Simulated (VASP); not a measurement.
Computed with PBE GGA, VASP's PBE PAW potentials (set 64) (plane waves; VASP).

VASP ran on this input.

KPOINTS:
```
Automatic mesh
0
Gamma
5 5 8
0 0 0
```

INCAR:
```
LREAL = .FALSE.   # projection in real space or not
ISMEAR = 0
NELM = 100
SIGMA = 0.01
SYSTEM = SiO2
GGA = PE   # PBE
LCHARG = .FALSE.
ENCUT = 520   # plane-wave cut-off (eV)
NSW = 1
EDIFF = 1E-8   # SCF stop (eV)
LWAVE = .FALSE.
ALGO = Normal
LASPH = .TRUE.   # aspherical one-centre terms
IBRION = 8
PREC = Accurate
LEPSILON = .TRUE.
```

POSCAR:
```
SiO2
1
    4.2330432831    -0.0000000000     0.0000000000
    0.0000000000     4.2330432831     0.0000000000
    0.0000000000     0.0000000000     2.6933313589
Si O
2 4
Direct
  0.0000000000   1.0000000000   0.0000000000
  0.5000000000   0.5000000000   0.5000000000
  0.3068094869   0.3068094869   0.0000000000
  0.8068094869   0.1931905131   0.5000000000
  0.1931905131   0.8068094869   0.5000000000
  0.6931905131   0.6931905131   1.0000000000
```

POTCAR, in this order: Si O (PBE.64 set). Program: vasp_std.

What VASP printed:

OUTCAR:
```
 ion  position               nearest neighbor table
   1  0.000  0.000  0.000-   4 1.78   5 1.78   4 1.78   5 1.78   3 1.84   6 1.84
   2  0.500  0.500  0.500-   3 1.78   6 1.78   3 1.78   6 1.78   5 1.84   4 1.84
   3  0.307  0.307  0.000-   2 1.78   2 1.78   1 1.84
   4  0.807  0.193  0.500-   1 1.78   1 1.78   2 1.84
   5  0.193  0.807  0.500-   1 1.78   1 1.78   2 1.84
   6  0.693  0.693  0.000-   2 1.78   2 1.78   1 1.84
  LATTYP: Found a simple tetragonal cell.
 ALAT       =     4.2330432831
 C/A-ratio  =     0.6362636002
 Subroutine PRICEL returns:
 Original cell was already a primitive cell.
 Subroutine GETGRP returns: Found 16 space group operations
The static configuration has the point symmetry D_2h.
 The point group associated with its full space group is D_4h.
The dynamic configuration has the point symmetry D_2h.
 Subroutine INISYM returns: Found 16 space group operations
 Subroutine IBZKPT returns following result:
 Found     30 irreducible k-points:

 Following reciprocal coordinates:
            Coordinates               Weight
  0.000000  0.000000  0.000000      1.000000
  0.200000  0.000000  0.000000      4.000000
  0.400000  0.000000  0.000000      4.000000
...
```

File OSZICAR:
```
...
RMM:   1    -0.326335000901E+00   -0.32634E+00   -0.91307E-01  3117   0.322E+00
RMM:   2    -0.330262807778E+00   -0.39278E-02   -0.74908E-03  3020   0.500E-01    0.102E+00
RMM:   3    -0.327324140979E+00    0.29387E-02   -0.10713E-02  3126   0.662E-01    0.599E-01
RMM:   4    -0.339432908807E+00   -0.12109E-01   -0.30917E-03  3159   0.437E-01    0.167E-01
RMM:   5    -0.347262384340E+00   -0.78295E-02   -0.36204E-04  3153   0.154E-01    0.345E-02
RMM:   6    -0.348279879533E+00   -0.10175E-02   -0.53839E-05  3031   0.517E-02    0.475E-03
RMM:   7    -0.348379950988E+00   -0.10007E-03   -0.15195E-06  3205   0.899E-03    0.279E-03
RMM:   8    -0.348447486173E+00   -0.67535E-04   -0.35368E-07  3187   0.424E-03    0.418E-04
RMM:   9    -0.348451602254E+00   -0.41161E-05   -0.15056E-07  3205   0.136E-03    0.205E-04
RMM:  10    -0.348453325181E+00   -0.17229E-05   -0.18505E-07  2979   0.782E-04    0.402E-05
RMM:  11    -0.348453192737E+00    0.13244E-06   -0.14018E-07  2533   0.592E-04    0.161E-05
RMM:  12    -0.348453307621E+00   -0.11488E-06   -0.23934E-07  1482   0.529E-04    0.549E-06
 Linear response to external field, progress :
  Direction:   3
       N       E                     dE             d eps       ncg     rms          rms(c)
RMM:   1    -0.358551955129E+00   -0.35855E+00   -0.10459E+00  1970   0.331E+00
RMM:   2    -0.359087608693E+00   -0.53565E-03   -0.71203E-03  1977   0.483E-01    0.108E+00
RMM:   3    -0.353362153574E+00    0.57255E-02   -0.66822E-03  1934   0.560E-01    0.636E-01
RMM:   4    -0.371768086043E+00   -0.18406E-01   -0.10805E-02  2030   0.722E-01    0.705E-02
RMM:   5    -0.374006051595E+00   -0.22380E-02   -0.15578E-04  1987   0.102E-01    0.134E-02
RMM:   6    -0.374408362648E+00   -0.40231E-03   -0.40622E-06  2090   0.171E-02    0.456E-03
RMM:   7    -0.374489683185E+00   -0.81321E-04   -0.56684E-07  1985   0.560E-03    0.400E-04
RMM:   8    -0.374505230651E+00   -0.15547E-04   -0.12291E-07  2098   0.120E-03    0.209E-04
RMM:   9    -0.374505141748E+00    0.88903E-07   -0.11317E-07  1799   0.718E-04    0.247E-05
RMM:  10    -0.374504706033E+00    0.43571E-06   -0.12833E-07  1005   0.525E-04    0.153E-05
RMM:  11    -0.374504830282E+00   -0.12425E-06   -0.12260E-07  1064   0.529E-04    0.193E-06
 Linear response DOF=           4
 Linear response progress:
  Degree of freedom:   1/  4
       N       E                     dE             d eps       ncg     rms          rms(c)
RMM:   1    -0.313112641034E-01   -0.31311E-01    0.10721E-01  7633   0.199E+00
RMM:   2    -0.227517138002E-01    0.85596E-02   -0.48920E-03  4368   0.532E-01    0.147E-01
RMM:   3    -0.219689246668E-01    0.78279E-03   -0.78450E-04  4458   0.138E-01    0.973E-02
RMM:   4    -0.214829578404E-01    0.48597E-03   -0.34369E-04  4494   0.131E-01    0.290E-02
RMM:   5    -0.214087793936E-01    0.74178E-04   -0.67522E-05  4509   0.505E-02    0.776E-03
RMM:   6    -0.214046149562E-01    0.41644E-05   -0.21569E-06  4384   0.142E-02    0.159E-03
RMM:   7    -0.214057901708E-01   -0.11752E-05    0.45124E-07  4575   0.365E-03    0.777E-04
RMM:   8    -0.214083032043E-01   -0.25130E-05    0.50588E-08  4436   0.134E-03    0.257E-04
RMM:   9    -0.214084254587E-01   -0.12225E-06    0.55239E-09  4592   0.463E-04    0.573E-05
RMM:  10    -0.214084886579E-01   -0.63199E-07    0.17099E-08  4555   0.191E-04    0.294E-05
RMM:  11    -0.214084860284E-01    0.26295E-08   -0.49096E-08  4644   0.124E-04    0.525E-06
 Linear response progress:
  Degree of freedom:   2/  4
       N       E                     dE             d eps       ncg     rms          rms(c)
RMM:   1    -0.178287929816E-01   -0.17829E-01    0.37256E-02  3954   0.134E+00
RMM:   2    -0.155745778070E-01    0.22542E-02   -0.12202E-03  2956   0.250E-01    0.175E-01
RMM:   3    -0.155188505028E-01    0.55727E-04   -0.11067E-04  2976   0.698E-02    0.104E-01
RMM:   4    -0.155927966811E-01   -0.73946E-04   -0.15686E-04  2988   0.810E-02    0.774E-03
RMM:   5    -0.155548796832E-01    0.37917E-04   -0.38542E-06  2981   0.139E-02    0.211E-03
RMM:   6    -0.155509278332E-01    0.39518E-05   -0.52111E-08  3062   0.261E-03    0.868E-04
RMM:   7    -0.155483134310E-01    0.26144E-05   -0.10989E-08  3042   0.916E-04    0.184E-04
RMM:   8    -0.155478737187E-01    0.43971E-06   -0.15917E-08  3008   0.247E-04    0.510E-05
RMM:   9    -0.155481073331E-01   -0.23361E-06   -0.19945E-08  3063   0.130E-04    0.489E-06
RMM:  10    -0.155481010353E-01    0.62978E-08   -0.20010E-08  3053   0.848E-05    0.228E-06
 Linear response progress:
  Degree of freedom:   3/  4
       N       E                     dE             d eps       ncg     rms          rms(c)
RMM:   1    -0.381711258283E+00   -0.38171E+00    0.33880E-01  4906   0.424E+00
RMM:   2    -0.374643930424E+00    0.70673E-02   -0.12668E-02  4301   0.674E-01    0.223E-01
RMM:   3    -0.375971992347E+00   -0.13281E-02   -0.15552E-03  3980   0.244E-01    0.121E-01
RMM:   4    -0.378025056839E+00   -0.20531E-02   -0.11543E-03  4143   0.197E-01    0.340E-02
RMM:   5    -0.378170684908E+00   -0.14563E-03   -0.46385E-05  4481   0.426E-02    0.113E-02
RMM:   6    -0.378234650175E+00   -0.63965E-04   -0.91289E-07  4559   0.876E-03    0.306E-03
RMM:   7    -0.378253014112E+00   -0.18364E-04   -0.56260E-07  4541   0.434E-03    0.870E-04
RMM:   8    -0.378244710340E+00    0.83038E-05   -0.54181E-08  4554   0.195E-03    0.300E-04
RMM:   9    -0.378246240051E+00   -0.15297E-05    0.86069E-08  4616   0.564E-04    0.110E-04
RMM:  10    -0.378246351969E+00   -0.11192E-06    0.12823E-07  4579   0.473E-04    0.213E-05
RMM:  11    -0.378246584493E+00   -0.23252E-06    0.16860E-07  4734   0.344E-04    0.877E-06
RMM:  12    -0.378246561192E+00    0.23302E-07    0.15030E-07  4806   0.323E-04    0.271E-06
RMM:  13    -0.378246591006E+00   -0.29814E-07    0.16814E-07  4768   0.312E-04    0.712E-07
RMM:  14    -0.378246591798E+00   -0.79175E-09    0.11691E-07  3866   0.309E-04    0.220E-07
RMM:  15    -0.378246592427E+00   -0.62931E-09    0.12965E-07  3323   0.309E-04    0.888E-08
 Linear response progress:
  Degree of freedom:   4/  4
       N       E                     dE             d eps       ncg     rms          rms(c)
RMM:   1    -0.358173681258E+00   -0.35817E+00    0.38836E-01  4586   0.424E+00
RMM:   2    -0.352978640566E+00    0.51950E-02   -0.99915E-03  4083   0.608E-01    0.224E-01
RMM:   3    -0.354531371458E+00   -0.15527E-02   -0.95110E-04  3526   0.211E-01    0.121E-01
RMM:   4    -0.357004052940E+00   -0.24727E-02   -0.92794E-04  3568   0.206E-01    0.247E-02
RMM:   5    -0.356920488678E+00    0.83564E-04   -0.43447E-05  4141   0.447E-02    0.285E-03
RMM:   6    -0.356975447201E+00   -0.54959E-04   -0.17187E-06  4375   0.723E-03    0.105E-03
RMM:   7    -0.356966491683E+00    0.89555E-05   -0.21839E-07  4314   0.191E-03    0.209E-04
RMM:   8    -0.356969005029E+00   -0.25133E-05   -0.95703E-08  4259   0.618E-04    0.929E-05
RMM:   9    -0.356969348774E+00   -0.34374E-06   -0.87770E-08  4426   0.432E-04    0.148E-05
RMM:  10    -0.356969549705E+00   -0.20093E-06   -0.88974E-08  4378   0.358E-04    0.450E-06
RMM:  11    -0.356969533435E+00    0.16270E-07   -0.11613E-07  4466   0.342E-04    0.915E-07
RMM:  12    -0.356969533814E+00   -0.37921E-09   -0.12677E-07  3617   0.336E-04    0.385E-07
RMM:  13    -0.356969536483E+00   -0.26691E-08   -0.10804E-07  3101   0.335E-04    0.180E-07
RMM:  14    -0.356969537230E+00   -0.74715E-09   -0.16824E-07  3043   0.335E-04    0.910E-08
 Linear response finished
```

**OUTCAR**
```
------------------------ aborting loop because EDIFF is reached ----------------------------------------

 HEAD OF MICROSCOPIC STATIC DIELECTRIC TENSOR (INDEPENDENT PARTICLE, excluding Hartree and local field effects)
 ------------------------------------------------------
           3.477488     0.000000     0.000000
          -0.000000     3.477488     0.000000
           0.000000     0.000000     3.693360
 ------------------------------------------------------

 MACROSCOPIC STATIC DIELECTRIC TENSOR (including local field effects in DFT)
 ------------------------------------------------------
           3.409965    -0.000000     0.000000
           0.000000     3.409965     0.000000
           0.000000     0.000000     3.586427
 ------------------------------------------------------

 PIEZOELECTRIC TENSOR (including local field effects)  for field in x, y, z        (e  Angst)
          XX          YY          ZZ          XY          YZ          ZX
  --------------------------------------------------------------------------------
  x     0.00000     0.00000     0.00000     0.00000     0.00000     0.00000
  y     0.00000     0.00000     0.00000     0.00000     0.00000     0.00000
  z     0.00000     0.00000     0.00000     0.00000     0.00000     0.00000

 PIEZOELECTRIC TENSOR (including local field effects)  for field in x, y, z        (C/m^2)
          XX          YY          ZZ          XY          YZ          ZX
  --------------------------------------------------------------------------------
  x     0.00000     0.00000     0.00000     0.00000     0.00000     0.00000
  y     0.00000     0.00000     0.00000     0.00000     0.00000     0.00000
  z     0.00000     0.00000     0.00000     0.00000     0.00000     0.00000

 BORN EFFECTIVE CHARGES (including local field effects) (in |e|, cummulative output)
 ---------------------------------------------------------------------------------
 ion    1
    1     3.82382     0.40897     0.00000
    2     0.40897     3.82382     0.00000
    3     0.00000     0.00000     4.06710
 ion    2
    1     3.82382    -0.40897     0.00000
    2    -0.40897     3.82382     0.00000
    3     0.00000     0.00000     4.06710
 ion    3
    1    -1.91191    -0.58543     0.00000
    2    -0.58543    -1.91191     0.00000
    3     0.00000     0.00000    -2.03355
 ion    4
    1    -1.91191     0.58543     0.00000
    2     0.58543    -1.91191     0.00000
    3     0.00000     0.00000    -2.03355
 ion    5
    1    -1.91191     0.58543     0.00000
    2     0.58543    -1.91191     0.00000
    3     0.00000     0.00000    -2.03355
 ion    6
    1    -1.91191    -0.58543     0.00000
    2    -0.58543    -1.91191     0.00000
    3     0.00000     0.00000    -2.03355

   1 f  =   27.133175 THz   170.482764 2PiTHz  905.065283 cm-1   112.213743 meV
             X         Y         Z           dx          dy          dz
      0.000000  0.000000  0.000000    -0.000000   -0.000000    0.000000
      2.116522  2.116522  1.346666     0.000000    0.000000   -0.000000
      1.298738  1.298738  0.000000    -0.353553   -0.353553    0.000000
      3.415259  0.817784  1.346666     0.353553   -0.353553   -0.000000
      0.817784  3.415259  1.346666    -0.353553    0.353553   -0.000000
      2.934305  2.934305  0.000000     0.353553    0.353553    0.000000

   2 f  =   23.874243 THz   150.006292 2PiTHz  796.359022 cm-1    98.735891 meV
             X         Y         Z           dx          dy          dz
      0.000000  0.000000  0.000000    -0.489603    0.451617   -0.000000
      2.116522  2.116522  1.346666     0.223616   -0.119374   -0.000000
      1.298738  1.298738  0.000000    -0.162619    0.090677   -0.000000
      3.415259  0.817784  1.346666     0.338817   -0.310764    0.000000
      0.817784  3.415259  1.346666     0.338817   -0.310764   -0.000000
      2.934305  2.934305  0.000000    -0.162619    0.090677   -0.000000

   3 f  =   23.874243 THz   150.006292 2PiTHz  796.359022 cm-1    98.735891 meV
             X         Y         Z           dx          dy          dz
      0.000000  0.000000  0.000000     0.119374    0.223616    0.000000
      2.116522  2.116522  1.346666    -0.451617   -0.489603   -0.000000
      1.298738  1.298738  0.000000     0.310764    0.338817    0.000000
      3.415259  0.817784  1.346666    -0.090677   -0.162619   -0.000000
      0.817784  3.415259  1.346666    -0.090677   -0.162619   -0.000000
      2.934305  2.934305  0.000000     0.310764    0.338817    0.000000

   4 f  =   21.758311 THz   136.711499 2PiTHz  725.779128 cm-1    89.985103 meV
             X         Y         Z           dx          dy          dz
      0.000000  0.000000  0.000000     0.000000    0.000000   -0.299204
      2.116522  2.116522  1.346666    -0.000000   -0.000000    0.299204
      1.298738  1.298738  0.000000     0.000000    0.000000   -0.453033
      3.415259  0.817784  1.346666     0.000000   -0.000000    0.453033
      0.817784  3.415259  1.346666    -0.000000    0.000000    0.453033
      2.934305  2.934305  0.000000    -0.000000   -0.000000   -0.453033

   5 f  =   21.590692 THz   135.658322 2PiTHz  720.187979 cm-1    89.291889 meV
             X         Y         Z           dx          dy          dz
      0.000000  0.000000  0.000000     0.000000   -0.000000   -0.000000
      2.116522  2.116522  1.346666     0.000000    0.000000    0.000000
      1.298738  1.298738  0.000000    -0.353553   -0.353553   -0.000000
      3.415259  0.817784  1.346666    -0.353553    0.353553    0.000000
      0.817784  3.415259  1.346666     0.353553   -0.353553    0.000000
      2.934305  2.934305  0.000000     0.353553    0.353553   -0.000000

   6 f  =   18.891005 THz   118.695688 2PiTHz  630.136114 cm-1    78.126886 meV
             X         Y         Z           dx          dy          dz
      0.000000  0.000000  0.000000    -0.000000    0.000000   -0.516214
      2.116522  2.116522  1.346666    -0.000000   -0.000000   -0.516214
      1.298738  1.298738  0.000000    -0.000000   -0.000000    0.341704
      3.415259  0.817784  1.346666    -0.000000    0.000000    0.341704
      0.817784  3.415259  1.346666     0.000000    0.000000    0.341704
      2.934305  2.934305  0.000000     0.000000    0.000000    0.341704
...
```
(Selected blocks of OUTCAR.)

The compound is SiO2 in the rutile structure, stishovite, a high-pressure form. It was relaxed first.
